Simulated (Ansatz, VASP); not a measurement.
# TlSbS3 in two plane-wave programs

Wanted: the spread between two codes on one cell, functional and k mesh. The cell is generated by rule, not measured, and may not be a known phase. The cell is taken from a series of runs on this material, whose earlier steps may have relaxed, scaled, displaced or heated it; both programs get it as it stands.

Program: Ansatz 0.2.0. Level of theory: plane waves, with VASP 6.6.1 beside it; zone-centre phonons at LDA. Results are calculated unless marked as measured.

The structure was built from a prototype and need not be the compound's stable phase.

**1. Set-up**

Symmetry: Pm-3m, No. 221, cubic system. Conventional cell: a = 4.956 Å, b = 4.956 Å, c = 4.956 Å, α = 90.00°, β = 90.00°, γ = 90.00°. Nearest to Tl lie 12 S at 3.50 Å. Nearest to Sb lie 6 S at 2.48 Å. Nearest to S lie 2 Sb at 2.48 Å. Farther neighbours and most contacts between anions are not listed.

As a file:

```cif
data_structure
_symmetry_space_group_name_H-M 'Pm-3m'
_symmetry_Int_Tables_number 221
_cell_length_a 4.9560
_cell_length_b 4.9560
_cell_length_c 4.9560
_cell_angle_alpha 90.000
_cell_angle_beta 90.000
_cell_angle_gamma 90.000
_cell_volume 121.73
loop_
_atom_site_label
_atom_site_type_symbol
_atom_site_symmetry_multiplicity
_atom_site_Wyckoff_symbol
_atom_site_fract_x
_atom_site_fract_y
_atom_site_fract_z
_atom_site_occupancy
Tl1 Tl 1 a 0.00000 0.00000 0.00000 1
Sb1 Sb 1 b 0.50000 0.50000 0.50000 1
S1 S 3 c 0.50000 0.50000 0.00000 1
```

**2. VASP: zone-centre phonons, LDA**

Second derivatives magnify differences that forces hide, and they need a tight electronic threshold.

Lines of VASP's logs that name or quote its potential files are left out, and so is its time.

Input file INCAR:

```
SYSTEM = TlSbS3
PREC = Accurate
ENCUT = 500
EDIFF = 1E-08
NELM = 120
ISMEAR = 1
SIGMA = 0.2
LREAL = .FALSE.
ALGO = Normal
GGA = CA
NBANDS = 24
LORBIT = 11
LWAVE = .FALSE.
LCHARG = .FALSE.
ISIF = 2
IBRION = 8
LASPH = .TRUE.
GGA_COMPAT = .FALSE.
KPAR = 2
```

Input file POSCAR:

```
TlSbS3
1.0
    4.9559718062      0.0000000000      0.0000000000
    0.0000000000      4.9559718062      0.0000000000
    0.0000000000      0.0000000000      4.9559718062
Tl Sb S
1 1 3
Direct
    0.0000000000      0.0000000000      0.0000000000
    0.5000000000      0.5000000000      0.5000000000
    0.5000000000      0.5000000000      0.0000000000
    0.5000000000      0.0000000000      0.5000000000
    0.0000000000      0.5000000000      0.5000000000
```

Input file KPOINTS:

```
Automatic mesh
0
Gamma
8 8 8
0 0 0
```

Potentials, in the order of the species: Tl_d, Sb and S (LDA family, release 64).

On the command line:

```
> mpirun -np 2 vasp_std
```

Numbers of over 12 decimals in the logs are rounded to 6 here.

Log:

```text
[banner, memory and clock lines left out]
running    2 mpi-ranks, on    1 nodes
 distrk:  each k-point on    1 cores,    2 groups
 distr:  one band on    1 cores,    1 groups

 POSCAR found type information on POSCAR TlSbS
 POSCAR found :  3 types and       5 ions
 LDA part: xc-table for (Slater(with rela. corr.)+CA(PZ))
 , standard interpolation
 POSCAR, INCAR and KPOINTS ok, starting setup
 FFT: planning ... GRIDC
 FFT: planning ... GRID_SOFT
 FFT: planning ... GRID
 WAVECAR not read
 entering main loop
       N       E                     dE             d eps       ncg     rms          rms(c)
DAV:   1     0.201593538156E+03    0.20159E+03   -0.15604E+04  1680   0.125E+03
DAV:   2    -0.847649932824E+01   -0.21007E+03   -0.20386E+03  2040   0.249E+02
DAV:   3    -0.221529236973E+02   -0.13676E+02   -0.13483E+02  2144   0.630E+01
DAV:   4    -0.223408698051E+02   -0.18795E+00   -0.18775E+00  1960   0.856E+00
DAV:   5    -0.223451105287E+02   -0.42407E-02   -0.42399E-02  2168   0.129E+00    0.104E+01
DAV:   6    -0.212771584543E+02    0.10680E+01   -0.21368E+00  1856   0.640E+00    0.789E+00
DAV:   7    -0.212474898539E+02    0.29669E-01   -0.37880E-01  1992   0.249E+00    0.325E+00
DAV:   8    -0.212377766943E+02    0.97132E-02   -0.42462E-02  1952   0.106E+00    0.728E-01
DAV:   9    -0.212360465809E+02    0.17301E-02   -0.51574E-03  1952   0.393E-01    0.129E-01
DAV:  10    -0.212360841817E+02   -0.37601E-04   -0.45514E-04  2080   0.106E-01    0.449E-02
DAV:  11    -0.212360868864E+02   -0.27047E-05   -0.33935E-05  2280   0.352E-02    0.259E-02
DAV:  12    -0.212360873165E+02   -0.43015E-06   -0.28023E-06  2056   0.803E-03    0.651E-03
DAV:  13    -0.212360871787E+02    0.13777E-06   -0.67079E-07  2040   0.444E-03    0.250E-03
DAV:  14    -0.212360871806E+02   -0.18872E-08   -0.59702E-08  2040   0.129E-03
   1 F= -.21236087E+02 E0= -.21234190E+02  d E =-.569231E-02
 Linear response reoptimize wavefunctions to high precision
DAV:   1    -0.212360871780E+02    0.26171E-08   -0.52861E-09  1744   0.382E-04
DAV:   2    -0.212360871781E+02   -0.64574E-10   -0.48819E-10  1320   0.114E-04
 Linear response DOF=           4
 Linear response progress:
  Degree of freedom:   1/  4
       N       E                     dE             d eps       ncg     rms          rms(c)
RMM:   1    -0.345540233489E+00   -0.34554E+00   -0.25242E-01  6262   0.263E+00
RMM:   2    -0.346462713766E+00   -0.92248E-03   -0.27370E-03  5564   0.311E-01    0.350E-02
RMM:   3    -0.346226951696E+00    0.23576E-03   -0.55479E-05  6330   0.417E-02    0.185E-02
RMM:   4    -0.345938421204E+00    0.28853E-03   -0.68658E-06  6360   0.134E-02    0.335E-03
RMM:   5    -0.345927763557E+00    0.10658E-04   -0.25057E-07  6522   0.253E-03    0.163E-03
RMM:   6    -0.345937417720E+00   -0.96542E-05   -0.58420E-08  6388   0.114E-03    0.478E-04
RMM:   7    -0.345939572473E+00   -0.21548E-05   -0.35996E-10  6450   0.276E-04    0.293E-04
RMM:   8    -0.345942272309E+00   -0.26998E-05   -0.20372E-09  6404   0.216E-04    0.401E-05
RMM:   9    -0.345942264857E+00    0.74521E-08    0.19343E-09  6476   0.509E-05    0.251E-05
 first order change of Fermi-energy   0.99737E-04
 force on displaced ion       1 direction 1 :   0.351   0.000   0.000
 Linear response progress:
  Degree of freedom:   2/  4
       N       E                     dE             d eps       ncg     rms          rms(c)
RMM:   1    -0.305688948017E-01   -0.30569E-01    0.73587E-03  6841   0.117E+00
RMM:   2    -0.290315157013E-01    0.15374E-02   -0.32025E-03  5707   0.252E-01    0.200E-01
RMM:   3    -0.289040683593E-01    0.12745E-03   -0.12818E-04  5831   0.478E-02    0.115E-01
RMM:   4    -0.287558496429E-01    0.14822E-03   -0.69814E-05  5870   0.295E-02    0.128E-02
RMM:   5    -0.287204997506E-01    0.35350E-04   -0.11928E-05  5802   0.114E-02    0.154E-03
RMM:   6    -0.287243803580E-01   -0.38806E-05   -0.71865E-07  5977   0.260E-03    0.895E-04
RMM:   7    -0.287253984124E-01   -0.10181E-05    0.82208E-08  6032   0.739E-04    0.592E-04
RMM:   8    -0.287249802490E-01    0.41816E-06   -0.24216E-08  6069   0.329E-04    0.194E-04
RMM:   9    -0.287246056894E-01    0.37456E-06   -0.25506E-09  6164   0.239E-04    0.967E-05
RMM:  10    -0.287247537724E-01   -0.14808E-06   -0.33005E-08  6012   0.134E-04    0.168E-05
RMM:  11    -0.287246963448E-01    0.57428E-07   -0.10288E-08  6240   0.392E-05    0.992E-06
RMM:  12    -0.287246925876E-01    0.37572E-08   -0.55551E-09  5634   0.788E-06    0.320E-06
 first order change of Fermi-energy   0.39901E-04
 force on displaced ion       2 direction 1 :  -3.217   0.000  -0.000
 Linear response progress:
  Degree of freedom:   3/  4
       N       E                     dE             d eps       ncg     rms          rms(c)
RMM:   1    -0.113975380801E+00   -0.11398E+00   -0.11516E-02 12235   0.145E+00
RMM:   2    -0.111037568976E+00    0.29378E-02   -0.36585E-03  9331   0.246E-01    0.538E-02
RMM:   3    -0.111330982575E+00   -0.29341E-03   -0.13271E-04  9384   0.469E-02    0.349E-02
RMM:   4    -0.111612156790E+00   -0.28117E-03   -0.44758E-05  9324   0.223E-02    0.127E-02
RMM:   5    -0.111610245511E+00    0.19113E-05   -0.29297E-06  9942   0.722E-03    0.469E-03
RMM:   6    -0.111609734046E+00    0.51146E-06   -0.79002E-08 10093   0.155E-03    0.246E-03
RMM:   7    -0.111610759240E+00   -0.10252E-05    0.11299E-08 10099   0.483E-04    0.139E-03
RMM:   8    -0.111610851617E+00   -0.92377E-07    0.50630E-09  9866   0.441E-04    0.238E-04
RMM:   9    -0.111610512862E+00    0.33876E-06    0.20044E-08 10327   0.108E-04    0.396E-05
RMM:  10    -0.111610725070E+00   -0.21221E-06    0.41348E-08 10050   0.324E-05    0.199E-05
RMM:  11    -0.111610756114E+00   -0.31045E-07    0.21174E-07 10012   0.112E-05    0.103E-05
RMM:  12    -0.111610722870E+00    0.33244E-07    0.72549E-08  9544   0.645E-06    0.177E-06
RMM:  13    -0.111610721528E+00    0.13416E-08   -0.13192E-08  7399   0.337E-06    0.654E-07
 first order change of Fermi-energy   0.22932E-03
 force on displaced ion       3 direction 1 :   1.231   0.000   0.000
 Linear response progress:
  Degree of freedom:   4/  4
       N       E                     dE             d eps       ncg     rms          rms(c)
RMM:   1    -0.117462605753E+00   -0.11746E+00    0.16166E-02  7491   0.156E+00
RMM:   2    -0.113178500168E+00    0.42841E-02   -0.53364E-03  5570   0.308E-01    0.240E-01
RMM:   3    -0.113696816208E+00   -0.51832E-03   -0.10299E-03  5349   0.106E-01    0.115E-01
RMM:   4    -0.114194051295E+00   -0.49724E-03   -0.31283E-04  5758   0.529E-02    0.311E-02
RMM:   5    -0.114156588829E+00    0.37462E-04   -0.40768E-05  5757   0.225E-02    0.773E-03
RMM:   6    -0.114185193500E+00   -0.28605E-04   -0.22691E-06  5878   0.574E-03    0.384E-03
RMM:   7    -0.114199036055E+00   -0.13843E-04   -0.93546E-07  5956   0.313E-03    0.183E-03
RMM:   8    -0.114197022251E+00    0.20138E-05   -0.70557E-08  5948   0.118E-03    0.590E-04
RMM:   9    -0.114202260184E+00   -0.52379E-05   -0.13645E-08  5682   0.436E-04    0.358E-05
RMM:  10    -0.114202135135E+00    0.12505E-06    0.21879E-08  6210   0.946E-05    0.228E-05
RMM:  11    -0.114201971071E+00    0.16406E-06    0.28892E-08  6182   0.256E-05    0.757E-06
RMM:  12    -0.114202025825E+00   -0.54754E-07   -0.11694E-08  5815   0.993E-06    0.343E-06
RMM:  13    -0.114202027539E+00   -0.17139E-08    0.22520E-08  4689   0.418E-06    0.124E-06
 first order change of Fermi-energy  -0.49791E-03
 force on displaced ion       3 direction 3 :  -0.000  -0.000  -6.631
 Linear response finished
```

From OUTCAR (step 2):

```text
ion  position               nearest neighbor table
   1  0.000  0.000  0.000-
   2  0.500  0.500  0.500-   3 2.48   4 2.48   5 2.48   3 2.48   4 2.48   5 2.48
   3  0.500  0.500  0.000-   2 2.48   2 2.48
   4  0.500  0.000  0.500-   2 2.48   2 2.48
   5  0.000  0.500  0.500-   2 2.48   2 2.48

  LATTYP: Found a simple cubic cell.
 ALAT       =     4.9559718062

 Subroutine GETGRP returns: Found 48 space group operations
 (whereof 48 operations were pure point group operations)

The static configuration has the point symmetry O_h .

 Found     35 irreducible k-points:

   k-points           NKPTS =     35   k-points in BZ     NKDIM =     35   number of bands    NBANDS=     24

   dimension x,y,z NGX =    36 NGY =   36 NGZ =   36
   dimension x,y,z NGXF=    72 NGYF=   72 NGZF=   72

   ENCUT  =  500.0 eV  36.75 Ry    6.06 a.u.   9.04  9.04  9.04*2*pi/ulx,y,z

   NELECT =      36.0000    total number of electrons

 k-points in reciprocal lattice and weights: Automatic mesh
   0.00000000  0.00000000  0.00000000       0.002
   0.12500000  0.00000000  0.00000000       0.012
   0.25000000  0.00000000  0.00000000       0.012
   0.37500000  0.00000000  0.00000000       0.012
   0.50000000  0.00000000  0.00000000       0.006
   0.12500000  0.12500000  0.00000000       0.023
   0.25000000  0.12500000  0.00000000       0.047
   0.37500000  0.12500000  0.00000000       0.047
   0.50000000  0.12500000  0.00000000       0.023
[...]
0.50000000  0.50000000  0.37500000       0.012
   0.50000000  0.50000000  0.50000000       0.002

 average (electrostatic) potential at core
       1 -83.8789       2 -89.8727       3 -86.8265       4 -86.8265       5 -86.8265

  Total        0.0471119      0.0471119      0.0471119      0.0000000      0.0000000     -0.0000000
  in kB        0.6200905      0.6200905      0.6200905      0.0000000      0.0000000     -0.0000000
  external PRESSURE =       0.6200905 kB  Pullay stress =       0.0000000 kB

  energy-cutoff  :      500.00
  volume of cell :      121.73
      direct lattice vectors                 reciprocal lattice vectors
     4.955971806  0.000000000  0.000000000     0.201776773  0.000000000  0.000000000
[...]
POSITION                                       TOTAL-FORCE (eV/Angst)
 -----------------------------------------------------------------------------------
      0.00000      0.00000      0.00000         0.000000      0.000000      0.000000
      2.47799      2.47799      2.47799         0.000000      0.000000      0.000000
      2.47799      2.47799      0.00000         0.000000      0.000000      0.000000
      2.47799      0.00000      2.47799         0.000000      0.000000      0.000000
      0.00000      2.47799      2.47799         0.000000      0.000000      0.000000
 -----------------------------------------------------------------------------------
    total drift:                                0.000000      0.000000      0.000000

 Eigenvectors and eigenvalues of the dynamical matrix
 ----------------------------------------------------

   1 f  =    7.781965 THz    48.895529 2PiTHz  259.578415 cm-1    32.183607 meV
             X         Y         Z           dx          dy          dz
      0.000000  0.000000  0.000000    -0.000530    0.004490    0.000000
      2.477986  2.477986  2.477986    -0.045858    0.388492   -0.000000
      2.477986  2.477986  0.000000    -0.008273    0.070086   -0.000000
      2.477986  0.000000  2.477986    -0.008273   -0.908564   -0.000000
      0.000000  2.477986  2.477986     0.107248    0.070086    0.000000

   2 f  =    7.781965 THz    48.895529 2PiTHz  259.578415 cm-1    32.183607 meV
             X         Y         Z           dx          dy          dz
      0.000000  0.000000  0.000000    -0.000000   -0.000000    0.004521
      2.477986  2.477986  2.477986    -0.000000   -0.000000    0.391189
      2.477986  2.477986  0.000000    -0.000000   -0.000000   -0.914872
      2.477986  0.000000  2.477986    -0.000000    0.000000    0.070573
      0.000000  2.477986  2.477986     0.000000   -0.000000    0.070573

   3 f  =    7.781965 THz    48.895529 2PiTHz  259.578415 cm-1    32.183607 meV
             X         Y         Z           dx          dy          dz
      0.000000  0.000000  0.000000     0.004490    0.000530    0.000000
      2.477986  2.477986  2.477986     0.388492    0.045858    0.000000
      2.477986  2.477986  0.000000     0.070086    0.008273   -0.000000
      2.477986  0.000000  2.477986     0.070086   -0.107248    0.000000
      0.000000  2.477986  2.477986    -0.908564    0.008273    0.000000

   4 f  =    0.012775 THz     0.080271 2PiTHz    0.426145 cm-1     0.052835 meV
             X         Y         Z           dx          dy          dz
      0.000000  0.000000  0.000000     0.430468   -0.528848    0.004740
      2.477986  2.477986  2.477986     0.346131   -0.425237    0.003811
      2.477986  2.477986  0.000000     0.176007   -0.216232    0.001952
      2.477986  0.000000  2.477986     0.176007   -0.217800    0.001938
      0.000000  2.477986  2.477986     0.177283   -0.216232    0.001938

   5 f  =    0.012775 THz     0.080271 2PiTHz    0.426145 cm-1     0.052835 meV
             X         Y         Z           dx          dy          dz
      0.000000  0.000000  0.000000     0.186230    0.157294    0.636854
      2.477986  2.477986  2.477986     0.149744    0.126477    0.512082
      2.477986  2.477986  0.000000     0.076144    0.064313    0.262281
      2.477986  0.000000  2.477986     0.076144    0.064780    0.260393
      0.000000  2.477986  2.477986     0.076696    0.064313    0.260393

   6 f  =    0.012775 THz     0.080271 2PiTHz    0.426145 cm-1     0.052835 meV
             X         Y         Z           dx          dy          dz
      0.000000  0.000000  0.000000    -0.494997   -0.400729    0.243722
      2.477986  2.477986  2.477986    -0.398017   -0.322219    0.195972
      2.477986  2.477986  0.000000    -0.202391   -0.163848    0.100374
      2.477986  0.000000  2.477986    -0.202391   -0.165035    0.099651
      0.000000  2.477986  2.477986    -0.203858   -0.163848    0.099651

   7 f/i=    0.664906 THz     4.177726 2PiTHz   22.178869 cm-1     2.749828 meV
             X         Y         Z           dx          dy          dz
      0.000000  0.000000  0.000000     0.418113   -0.588345    0.002988
      2.477986  2.477986  2.477986    -0.343412    0.483229   -0.002454
      2.477986  2.477986  0.000000    -0.093454    0.131503   -0.001137
      2.477986  0.000000  2.477986    -0.093454    0.224004   -0.000668
      0.000000  2.477986  2.477986    -0.159191    0.131503   -0.000668

   8 f/i=    0.664906 THz     4.177726 2PiTHz   22.178869 cm-1     2.749828 meV
             X         Y         Z           dx          dy          dz
      0.000000  0.000000  0.000000     0.039045    0.031404    0.720046
      2.477986  2.477986  2.477986    -0.032069   -0.025793   -0.591400
      2.477986  2.477986  0.000000    -0.008727   -0.007019   -0.274148
      2.477986  0.000000  2.477986    -0.008727   -0.011957   -0.160940
      0.000000  2.477986  2.477986    -0.014866   -0.007019   -0.160940

   9 f/i=    0.664906 THz     4.177726 2PiTHz   22.178869 cm-1     2.749828 meV
             X         Y         Z           dx          dy          dz
      0.000000  0.000000  0.000000     0.587055    0.416943   -0.050018
      2.477986  2.477986  2.477986    -0.482170   -0.342450    0.041082
      2.477986  2.477986  0.000000    -0.131215   -0.093192    0.019044
      2.477986  0.000000  2.477986    -0.131215   -0.158745    0.011180
      0.000000  2.477986  2.477986    -0.223513   -0.093192    0.011180

  10 f/i=    2.948241 THz    18.524342 2PiTHz   98.342723 cm-1    12.192938 meV
             X         Y         Z           dx          dy          dz
      0.000000  0.000000  0.000000     0.000000    0.000000    0.000000
      2.477986  2.477986  2.477986     0.000000    0.000000    0.000000
      2.477986  2.477986  0.000000     0.619157    0.341533   -0.000000
      2.477986  0.000000  2.477986    -0.619157   -0.000000    0.000221
      0.000000  2.477986  2.477986     0.000000   -0.341533   -0.000221

  11 f/i=    2.948241 THz    18.524342 2PiTHz   98.342723 cm-1    12.192938 meV
             X         Y         Z           dx          dy          dz
      0.000000  0.000000  0.000000    -0.000000   -0.000000    0.000000
      2.477986  2.477986  2.477986    -0.000000    0.000000   -0.000000
      2.477986  2.477986  0.000000     0.341533   -0.619157    0.000000
      2.477986  0.000000  2.477986    -0.341533    0.000000   -0.000174
      0.000000  2.477986  2.477986    -0.000000    0.619157    0.000174

  12 f/i=    2.948241 THz    18.524342 2PiTHz   98.342723 cm-1    12.192938 meV
             X         Y         Z           dx          dy          dz
      0.000000  0.000000  0.000000     0.000000   -0.000000    0.000000
      2.477986  2.477986  2.477986    -0.000000   -0.000000    0.000000
      2.477986  2.477986  0.000000    -0.000110   -0.000259    0.000000
      2.477986  0.000000  2.477986     0.000110    0.000000    0.707107
      0.000000  2.477986  2.477986    -0.000000    0.000259   -0.707107

  13 f/i=    3.690461 THz    23.187851 2PiTHz  123.100532 cm-1    15.262514 meV
             X         Y         Z           dx          dy          dz
      0.000000  0.000000  0.000000     0.011261    0.022103    0.115679
      2.477986  2.477986  2.477986     0.042018    0.082472    0.431635
      2.477986  2.477986  0.000000    -0.059536   -0.116858    0.090777
      2.477986  0.000000  2.477986    -0.059536    0.017345   -0.611599
      0.000000  2.477986  2.477986     0.008837   -0.116858   -0.611599

  14 f/i=    3.690461 THz    23.187851 2PiTHz  123.100532 cm-1    15.262514 meV
             X         Y         Z           dx          dy          dz
      0.000000  0.000000  0.000000     0.046492    0.105934   -0.024767
      2.477986  2.477986  2.477986     0.173476    0.395275   -0.092412
      2.477986  2.477986  0.000000    -0.245804   -0.560079   -0.019435
      2.477986  0.000000  2.477986    -0.245804    0.083130    0.130942
      0.000000  2.477986  2.477986     0.036484   -0.560079    0.130942

  15 f/i=    3.690461 THz    23.187851 2PiTHz  123.100532 cm-1    15.262514 meV
             X         Y         Z           dx          dy          dz
      0.000000  0.000000  0.000000    -0.108206    0.047816    0.001397
      2.477986  2.477986  2.477986    -0.403753    0.178415    0.005214
      2.477986  2.477986  0.000000     0.572092   -0.252803    0.001097
      2.477986  0.000000  2.477986     0.572092    0.037523   -0.007388
      0.000000  2.477986  2.477986    -0.084914   -0.252803   -0.007388

 ELASTIC MODULI CONTR FROM IONIC RELAXATION (kBar)
 Direction    XX          YY          ZZ          XY          YZ          ZX
 --------------------------------------------------------------------------------
 XX           0.0000      0.0000      0.0000      0.0000      0.0000      0.0000
 YY           0.0000      0.0000      0.0000      0.0000      0.0000      0.0000
 ZZ           0.0000      0.0000      0.0000      0.0000      0.0000      0.0000
 XY           0.0000      0.0000      0.0000      0.0000      0.0000      0.0000
 YZ           0.0000      0.0000      0.0000      0.0000      0.0000      0.0000
 ZX           0.0000      0.0000      0.0000      0.0000      0.0000      0.0000
 --------------------------------------------------------------------------------
```

[end of part 1 of 2]

[Lines on the potential files, build, host, timing and source positions are cut from VASP's logs without a mark.]

[Logs are printed without paths, hosts, clocks, repeated set-up lines and the standing remarks that a program may print on its own settings, such as how far it seeks lower states.]

[Hosts, paths, dates, database ids (printed as entryN), source tags and the programs' standing remarks are cut or masked in the printed files.]
